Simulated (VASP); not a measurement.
```
Fe
1.0
   -1.41697     1.41697     1.41697
    1.41697    -1.41697     1.41697
    1.41697     1.41697    -1.41697
Fe
1
Cartesian
  0.00000   0.00000   0.00000
```
Starting moments (μB, in the order of the record's atoms Fe): 2.1.

Calculation: PBE GGA with D4 dispersion, VASP's PBE PAW potentials (set 64) (plane waves; VASP 6.6.1). Settings: 520 eV cut-off, 18×18×18 Γ-centred mesh, first-order Methfessel-Paxton smearing of 0.10 eV, potentials Fe.

Give the stress tensor in GPa (positive for a compressed cell).

```
-5.73   0.00   0.00
 0.00  -5.73   0.00
 0.00   0.00  -5.73
```
The pressure is its mean diagonal, -5.73 GPa.

The compound is Fe in the bcc structure. This cell is one point of a volume scan, at 1.03 of the reference volume.
